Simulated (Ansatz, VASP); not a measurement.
# SnTe: VASP beside Ansatz

One calculation is typed for both programs; each brings its own data sets. How far apart do they land? The cell is taken from a series of runs on this material, whose earlier steps may have relaxed, scaled, displaced or heated it; both programs get it as it stands.

Program: Ansatz 0.2.0. Level of theory: plane waves, with VASP 6.6.1 beside it; zone-centre phonons at LDA. Results are calculated unless marked as measured.

### 1. Starting point

Symmetry: I4/mmm, No. 139, tetragonal system. Conventional cell: a = 4.406 Å, b = 4.406 Å, c = 6.423 Å, α = 90.00°, β = 90.00°, γ = 90.00°. Sn has 6 Te at 3.12 to 3.21 Å nearest. Nearest to Te lie 6 Sn at 3.12 to 3.21 Å. Farther neighbours and most contacts between anions are not listed.

### 2. Ansatz: zone-centre phonons, LDA

Ansatz runs on its PAW soft_1 files.

Second derivatives magnify differences that forces hide, and they need a tight electronic threshold.

The input, input.yaml:

```yaml
crystal:
  lattice:
    - [0.0, 3.115623382, 3.2113805849]
    - [3.115623382, 0.0, 3.2113805849]
    - [3.115623382, 3.115623382, 0.0]
  atoms:
    - { symbol: Sn, position: [0.0, 0.0, 0.0] }
    - { symbol: Te, position: [0.5, 0.5, 0.5] }
kpoints:
  mp_grid: { grid: [12, 12, 12] }
hamiltonian:
  xc: lda
  pseudopotentials: { kind: paw, azcp: { folder: soft_1 }, xc_functional: pbe }
scf:
  occupations: { method: gaussian, width: 0.01 }
output:
  eigenvalues: true
phonons:
  method: dfpt
```

Command:

```console
ansatz run input.yaml --threads 4 --pin off --max-ram 10240MiB --backend cpu --events-out ev --progress --plain --runs-dir out
```

Numbers of over 12 decimals in the logs are rounded to 6 here.

What it wrote:

```text
zone centre: on kpoints.mp_grid the ground state, and the responses unless they are solved on pairs of k-points, stand on 280 of the mesh's 1728 k-points, reduced under 8 symmetry operations, with k and −k counted as one. Each operation leaves every solved displacement unchanged or reverses it
Engine: ansatz 0.2.0, aarch64-unknown-linux-gnu
Pseudopotentials: kind: paw
Pseudopotential: Sn, paw, valence charge 14, recommended cutoff 420 eV (normal), soft_1/Sn.paw.azcp
Pseudopotential: Te, paw, valence charge 16, recommended cutoff 420 eV (normal), soft_1/Te.paw.azcp
Functional definition: SPW92
  exchange = slater_x
  correlation = pw_c
Crystal: 2 atoms, lattice volume = 62.346 Å³
Basis set: ecut = 420 eV, 1243 PW (Γ), exchange–correlation on 60×60×60 points (8 copies of the dense FFT grid, shifted against one another)
Bands: 19, of which v1, the nominal top of the filled ones, is band 15 counted from 1 (14 counted from 0)
Symmetry: 16 space group operations
k-points: 280 of 1728 (irreducible under 8 space group operations)
Non-local potential: Sn, projectors of the file, l = 0: 2, l = 1: 2, l = 2: 2, l = 3: 1
Non-local potential: Te, projectors of the file, l = 0: 2, l = 1: 2, l = 2: 2, l = 3: 1
PAW form: soft (Blöchl's): semilocal exchange-correlation on the pseudo side does not see the compensation charge
PAW frozen core: Sn, regenerated for the run's functional, and the local potential with it (the file was generated under x = pbe(κ = 0.804, μ = 0.219515), c = pbe(β = 0.066725))
PAW frozen core: Te, regenerated for the run's functional, and the local potential with it (the file was generated under x = pbe(κ = 0.804, μ = 0.219515), c = pbe(β = 0.066725))
PAW one-centre angular grid: Sn, 590 points (default); XC on 64 Gauss nodes
PAW one-centre angular grid: Te, 590 points (default); XC on 64 Gauss nodes
Initial density: superposition of atomic densities (chi_scale 0.1, normalization cell, long waves kept (reshape's long-wave potential 0.00 eV rms))
Initial wavefunctions: pseudopotential atomic-orbital guess
Functional: x = slater, c = lda
SCF iter   1: F=—  HF=-12707.404741 eV  |F-HF|=—  |Δ(HF+E_count)|=         —  Δρ=1.07e-2  dr2=8.08e-2  ethr=3.10e-3  ⟨swp⟩=7.7  Hψ=31792  notcnv=0
preconditioner: auto → none  [insulator: Δε(μ)=0.149 eV  Ē_g=8.716 eV  σ=0.010 eV  W_gap=1.00  n_scr=14 (ndim 8)  ℏωp=14.9 eV  f_vac=0.000  D(μ)=0.00/eV (n_scr^D=0)  ε∞_Penn≈3.9]
SCF iter   2: F=—  HF=-12707.390529 eV  |F-HF|=—  |Δ(HF+E_count)|=   1.42e-2  Δρ=5.05e-3  dr2=1.91e-2  ethr=2.69e-4  ⟨swp⟩=2.1  Hψ=9159  notcnv=0
SCF iter   3: F=—  HF=-12707.388468 eV  |F-HF|=—  |Δ(HF+E_count)|=   2.06e-3  Δρ=4.04e-4  dr2=6.54e-5  ethr=6.37e-5  ⟨swp⟩=3.1  Hψ=8797  notcnv=0
SCF iter   4: F=—  HF=-12707.388498 eV  |F-HF|=—  |Δ(HF+E_count)|=   2.98e-5  Δρ=1.41e-4  dr2=4.83e-6  ethr=2.18e-7  ⟨swp⟩=2.0  Hψ=9938  notcnv=0
SCF iter   5: F=—  HF=-12707.388499 eV  |F-HF|=—  |Δ(HF+E_count)|=   1.43e-6  Δρ=2.06e-5  dr2=2.10e-7  ethr=1.61e-8  ⟨swp⟩=2.0  Hψ=9520  notcnv=0
SCF iter   6: F=—  HF=-12707.388498 eV  |F-HF|=—  |Δ(HF+E_count)|=   1.16e-6  Δρ=3.68e-6  dr2=5.89e-9  ethr=7.00e-10  ⟨swp⟩=2.1  Hψ=8269  notcnv=0
SCF iter   7: F=—  HF=-12707.388498 eV  |F-HF|=—  |Δ(HF+E_count)|=   4.19e-9  Δρ=6.13e-7  dr2=2.28e-10  ethr=1.96e-11  ⟨swp⟩=2.0  Hψ=9520  notcnv=0
SCF iter   8: F=-12707.388498 eV  HF=-12707.388498 eV  |F-HF|=7.28e-12  |Δ(HF+E_count)|=  2.55e-11  Δρ=9.91e-8  dr2=4.01e-12  ethr=1.00e-12  ⟨swp⟩=7.7  Hψ=28535  notcnv=0
SCF 1 converged in 8 iterations: F = -12707.388498 eV  dr2 = 4.01e-12
  greatest PAW one-centre occupation: 0.999 electrons in one spin orbital (limit 2), on the Te atom at site 1 (counted from 0), in its partial waves of l = 2
DFPT response loops at Γ: preconditioner auto → Resta (q_TF=auto, 2.415 Å⁻¹)  ε∞=18.7 (no band partly filled); β = 1.00, the filter's whole step (`scf.mixing.beta` (0.50) is not read by the response loops at its default; to damp them type it under 1.00, their step now; it binds the ground state too); Broyden in place of MSR1
SCF converged after 8 iterations
Free energy (F): -12707.388498 eV
Harris-Foulkes:  -12707.388498 eV  (|F-HF|=7.28e-12)
Internal energy: -12707.388498 eV  (E = F + TS)
E sigma→0 (E₀):  -12707.388498 eV
Fermi energy:    9.409175 eV
--- Per-component energies (eV) ---
  E_band       = -359.489091
  E_kinetic    = 341.128596
  E_local      = -2689.495516  (includes V_loc(G=0)·N_el)
  E_nonlocal   = 221.269215
  E_hartree    = 1336.802115
  E_xc         = -247.274116
  E_vxc        = -183.896173  (∫ρ·V_xc dr)
  E_paw        = -8742.963009  (= ΣΔE_a)
  E_vpaw       = -722.099754  (= ΣTr[D̂ρ^β])
  E_aug_tail   = 0.000350  (compensation charges beyond the density's cutoff)
  E_ewald      = -2927.959666
  E_core_change = 1.103533  (= ΣΔE_core)
  E_smearing   = -0.000000  (= −TS)
  E_closure    = -0.000000  (closes the sum)
  Σ components = -12707.388498   (vs F -12707.388498, Δ=0.00e0)
--- Band table (eV; the first three rows and the last of 280) ---
  k-point 0: bands = [... 11 lower, 4.5877, 7.1829, 7.1829, 7.5065, 12.2391, 12.9612, 12.9612, 14.1064]
  k-point 1: bands = [... 11 lower, 4.2512, 7.2011, 7.3266, 7.6067, 11.9412, 12.6107, 12.6217, 14.1431]
  k-point 2: bands = [... 11 lower, 3.5045, 7.2580, 7.4090, 8.0043, 11.3107, 11.8838, 11.9223, 14.1907]
  k-point 279: bands = [... 11 lower, 2.9703, 3.8797, 5.7323, 5.7323, 11.6652, 14.3750, 14.3750, 15.4177]
--- Phonons (Γ-DFPT): 4 representative perturbations + reference, on 280 of 1728 k-points (Σ response iterations 12) ---
  k mesh reduced under 8 symmetry operations, with k and −k counted as one. Each operation leaves every solved displacement unchanged or reverses it
  ASR residual: 1.950e-4 → 0.000e0 eV/Å²; symmetrization residual: 5.865e-6 eV/Å²
  ASR residual per site (eV/Å²): 6.83e-5 1.95e-4
  Γ frequencies (cm⁻¹): -46.01 0.00 0.00 0.00 21.23 21.23
  non-analytic LO–TO correction: not included (Born effective charges unavailable; polar crystals: no LO–TO splitting at Γ)
```

### 3. VASP: zone-centre phonons, LDA

The same cell, functional (in two slightly different forms), mesh and smearing now go to VASP, with its own data sets.

Lines of VASP's logs that name or quote its potential files are left out, and so is its time.

The input, INCAR:

```
SYSTEM = SnTe
PREC = Accurate
ENCUT = 500
EDIFF = 1E-08
NELM = 120
ISMEAR = 0
SIGMA = 0.01
LREAL = .FALSE.
ALGO = Normal
GGA = CA
NBANDS = 16
LORBIT = 11
LWAVE = .FALSE.
LCHARG = .FALSE.
ISIF = 2
IBRION = 8
LASPH = .TRUE.
GGA_COMPAT = .FALSE.
EFERMI = MIDGAP
KPAR = 2
```

The input, POSCAR:

```
SnTe
1.0
    0.0000000000      3.1156233820      3.2113805849
    3.1156233820      0.0000000000      3.2113805849
    3.1156233820      3.1156233820      0.0000000000
Sn Te
1 1
Direct
    0.0000000000      0.0000000000      0.0000000000
    0.5000000000      0.5000000000      0.5000000000
```

The input, KPOINTS:

```
Automatic mesh
0
Gamma
12 12 12
0 0 0
```

Potentials, in the order of the species: Sn_d and Te (LDA family, release 64).

Command:

```console
mpirun -np 2 vasp_std
```

What it wrote:

```text
[banner, memory and clock lines left out]
running    2 mpi-ranks, on    1 nodes
 distrk:  each k-point on    1 cores,    2 groups
 distr:  one band on    1 cores,    1 groups

 POSCAR found type information on POSCAR SnTe
 POSCAR found :  2 types and       2 ions
 LDA part: xc-table for (Slater(with rela. corr.)+CA(PZ))
 , standard interpolation
 POSCAR, INCAR and KPOINTS ok, starting setup
 FFT: planning ... GRIDC
 FFT: planning ... GRID_SOFT
 FFT: planning ... GRID
 WAVECAR not read
 entering main loop
       N       E                     dE             d eps       ncg     rms          rms(c)
DAV:   1     0.121919166761E+03    0.12192E+03   -0.94807E+03  5272   0.141E+03
DAV:   2     0.164504019204E+01   -0.12027E+03   -0.11749E+03  5672   0.343E+02
DAV:   3    -0.858044727515E+01   -0.10225E+02   -0.10160E+02  6624   0.881E+01
DAV:   4    -0.886337253265E+01   -0.28293E+00   -0.28287E+00  6232   0.162E+01
DAV:   5    -0.887608674539E+01   -0.12714E-01   -0.12714E-01  8000   0.317E+00    0.465E+00
DAV:   6    -0.881692667864E+01    0.59160E-01   -0.12775E-01  7392   0.253E+00    0.293E+00
DAV:   7    -0.881231666639E+01    0.46100E-02   -0.42595E-02  6920   0.110E+00    0.749E-01
DAV:   8    -0.881145503357E+01    0.86163E-03   -0.64628E-03  6600   0.658E-01    0.141E-01
DAV:   9    -0.881147456228E+01   -0.19529E-04   -0.60459E-04  7680   0.216E-01    0.447E-02
DAV:  10    -0.881145820675E+01    0.16356E-04   -0.54052E-05  6808   0.620E-02    0.260E-02
DAV:  11    -0.881145693606E+01    0.12707E-05   -0.28455E-05  7016   0.392E-02    0.195E-02
DAV:  12    -0.881145671317E+01    0.22290E-06   -0.24822E-06  6312   0.103E-02    0.119E-02
DAV:  13    -0.881145669088E+01    0.22290E-07   -0.12050E-07  7136   0.216E-03    0.725E-03
DAV:  14    -0.881145665180E+01    0.39075E-07   -0.11778E-07  6984   0.390E-03    0.208E-03
DAV:  15    -0.881145665163E+01    0.17008E-09   -0.18645E-08  5312   0.652E-04
   1 F= -.88114567E+01 E0= -.88114567E+01  d E =-.782606E-42
 Linear response reoptimize wavefunctions to high precision
DAV:   1    -0.881145665144E+01    0.18917E-09   -0.84993E-10  4168   0.202E-04
DAV:   2    -0.881145665151E+01   -0.68212E-10   -0.12625E-10  3584   0.811E-05
 Linear response DOF=           4
 Linear response progress:
  Degree of freedom:   1/  4
       N       E                     dE             d eps       ncg     rms          rms(c)
RMM:   1    -0.218049028921E+00   -0.21805E+00    0.30967E-01 10862   0.105E+01
RMM:   2    -0.223314418279E+00   -0.52654E-02   -0.12121E-02 15768   0.879E-01    0.868E-02
RMM:   3    -0.223151562783E+00    0.16286E-03   -0.95176E-04 17457   0.246E-01    0.460E-02
RMM:   4    -0.222869307651E+00    0.28226E-03   -0.90115E-05 17344   0.753E-02    0.795E-03
RMM:   5    -0.222868365801E+00    0.94185E-06   -0.78676E-06 17863   0.229E-02    0.386E-03
RMM:   6    -0.222875091705E+00   -0.67259E-05   -0.13296E-06 17814   0.808E-03    0.138E-03
RMM:   7    -0.222875128615E+00   -0.36910E-07   -0.32903E-07 18205   0.314E-03    0.811E-04
RMM:   8    -0.222873233355E+00    0.18953E-05    0.83723E-08 17776   0.137E-03    0.240E-04
RMM:   9    -0.222872906553E+00    0.32680E-06    0.30680E-07 18648   0.635E-04    0.182E-04
RMM:  10    -0.222872735467E+00    0.17109E-06    0.38279E-07 18689   0.318E-04    0.153E-04
RMM:  11    -0.222872847046E+00   -0.11158E-06    0.41133E-07 19098   0.172E-04    0.398E-04
RMM:  12    -0.222872498603E+00    0.34844E-06    0.19613E-07 17547   0.111E-04    0.109E-04
RMM:  13    -0.222872375266E+00    0.12334E-06    0.10580E-07 18597   0.688E-05    0.154E-05
RMM:  14    -0.222872348028E+00    0.27238E-07    0.39874E-08 19183   0.437E-05    0.137E-06
RMM:  15    -0.222872322170E+00    0.25858E-07    0.24946E-08 16755   0.328E-05    0.260E-06
RMM:  16    -0.222872317387E+00    0.47825E-08    0.11010E-08 15573   0.275E-05    0.187E-06
 first order change of Fermi-energy   0.16769E-03
 force on displaced ion       1 direction 1 :  -0.166   0.000   0.000
 Linear response progress:
  Degree of freedom:   2/  4
       N       E                     dE             d eps       ncg     rms          rms(c)
RMM:   1    -0.217675944701E+00   -0.21768E+00    0.33207E-01  6312   0.107E+01
RMM:   2    -0.223061351934E+00   -0.53854E-02   -0.11945E-02  9107   0.870E-01    0.690E-02
RMM:   3    -0.222972970598E+00    0.88381E-04   -0.94537E-04 10028   0.242E-01    0.357E-02
RMM:   4    -0.222755361001E+00    0.21761E-03   -0.76134E-05 10144   0.697E-02    0.878E-03
RMM:   5    -0.222739653509E+00    0.15707E-04   -0.78286E-06 10462   0.218E-02    0.395E-03
RMM:   6    -0.222742079140E+00   -0.24256E-05   -0.11235E-06 10374   0.740E-03    0.156E-03
RMM:   7    -0.222743210792E+00   -0.11317E-05   -0.28157E-07 10587   0.287E-03    0.611E-04
RMM:   8    -0.222740579425E+00    0.26314E-05    0.55358E-08 10041   0.130E-03    0.129E-04
RMM:   9    -0.222740661534E+00   -0.82109E-07    0.23740E-07 10737   0.568E-04    0.146E-04
RMM:  10    -0.222740580565E+00    0.80969E-07    0.32392E-07 10807   0.275E-04    0.146E-04
RMM:  11    -0.222740725145E+00   -0.14458E-06    0.24722E-07 10827   0.153E-04    0.393E-04
RMM:  12    -0.222740264891E+00    0.46025E-06    0.12776E-07  9767   0.103E-04    0.894E-05
RMM:  13    -0.222740115895E+00    0.14900E-06    0.69367E-08 10601   0.650E-05    0.318E-06
RMM:  14    -0.222740095576E+00    0.20319E-07    0.33280E-08 11132   0.391E-05    0.615E-06
RMM:  15    -0.222740067224E+00    0.28352E-07    0.19099E-08 10062   0.290E-05    0.723E-06
RMM:  16    -0.222740055796E+00    0.11428E-07    0.73257E-09 10132   0.242E-05    0.294E-06
RMM:  17    -0.222740060224E+00   -0.44280E-08    0.92965E-09  7285   0.210E-05    0.480E-07
 first order change of Fermi-energy  -0.11383E-03
 force on displaced ion       1 direction 3 :   0.000   0.000   0.420
 Linear response progress:
  Degree of freedom:   3/  4
       N       E                     dE             d eps       ncg     rms          rms(c)
RMM:   1    -0.481310463928E-01   -0.48131E-01    0.65276E-02 19271   0.882E-01
RMM:   2    -0.486319818026E-01   -0.50094E-03   -0.20449E-03 16869   0.220E-01    0.693E-02
RMM:   3    -0.487842068972E-01   -0.15223E-03   -0.16543E-04 17069   0.631E-02    0.504E-02
RMM:   4    -0.490195624198E-01   -0.23536E-03   -0.26582E-05 16858   0.319E-02    0.565E-03
RMM:   5    -0.490253770031E-01   -0.58146E-05   -0.10565E-06 17404   0.771E-03    0.306E-03
RMM:   6    -0.490256166815E-01   -0.23968E-06   -0.91392E-08 16978   0.218E-03    0.698E-04
RMM:   7    -0.490241953567E-01    0.14213E-05    0.10807E-08 17401   0.452E-04    0.125E-04
RMM:   8    -0.490243771425E-01   -0.18179E-06    0.60507E-08 16841   0.153E-04    0.387E-05
RMM:   9    -0.490243386843E-01    0.38458E-07    0.18344E-07 18325   0.533E-05    0.209E-05
RMM:  10    -0.490243769596E-01   -0.38275E-07    0.34876E-07 18475   0.201E-05    0.309E-06
RMM:  11    -0.490243578688E-01    0.19091E-07    0.33891E-08 17033   0.115E-05    0.137E-06
RMM:  12    -0.490243560996E-01    0.17693E-08   -0.66469E-09 12517   0.916E-06    0.501E-07
 first order change of Fermi-energy  -0.25355E-03
 force on displaced ion       2 direction 1 :  -0.175   0.000   0.000
 Linear response progress:
  Degree of freedom:   4/  4
       N       E                     dE             d eps       ncg     rms          rms(c)
RMM:   1    -0.482446962704E-01   -0.48245E-01    0.61368E-02 11080   0.839E-01
RMM:   2    -0.486375502050E-01   -0.39285E-03   -0.19852E-03  9763   0.213E-01    0.553E-02
RMM:   3    -0.487879475249E-01   -0.15040E-03   -0.16794E-04  9898   0.612E-02    0.415E-02
RMM:   5    -0.490131719814E-01   -0.13155E-04   -0.94268E-07 10118   0.680E-03    0.279E-03
RMM:   6    -0.490114301975E-01    0.17418E-05   -0.89745E-08  9745   0.193E-03    0.638E-04
RMM:   7    -0.490101579506E-01    0.12722E-05   -0.44446E-09 10160   0.415E-04    0.119E-04
RMM:   8    -0.490102823157E-01   -0.12437E-06   -0.11928E-08  9878   0.138E-04    0.370E-05
RMM:   9    -0.490101967881E-01    0.85528E-07    0.28503E-07 10527   0.446E-05    0.189E-05
RMM:  10    -0.490102411534E-01   -0.44365E-07    0.25177E-07 10704   0.163E-05    0.252E-06
RMM:  11    -0.490102190144E-01    0.22139E-07   -0.98229E-09  9357   0.106E-05    0.132E-06
RMM:  12    -0.490102186180E-01    0.39645E-09   -0.27054E-08  6406   0.828E-06    0.607E-07
 first order change of Fermi-energy   0.22414E-03
 force on displaced ion       2 direction 3 :   0.000   0.000   0.418
 Linear response finished
```

(Continued in part 2 of 2.)

[Lines on the potential files, build, host, timing and source positions are cut from VASP's logs without a mark.]

[Logs are printed without paths, hosts, clocks, repeated set-up lines and the standing remarks that a program may print on its own settings, such as how far it seeks lower states.]

[Hosts, paths, dates, database ids (printed as entryN), source tags and the programs' standing remarks are cut or masked in the printed files.]
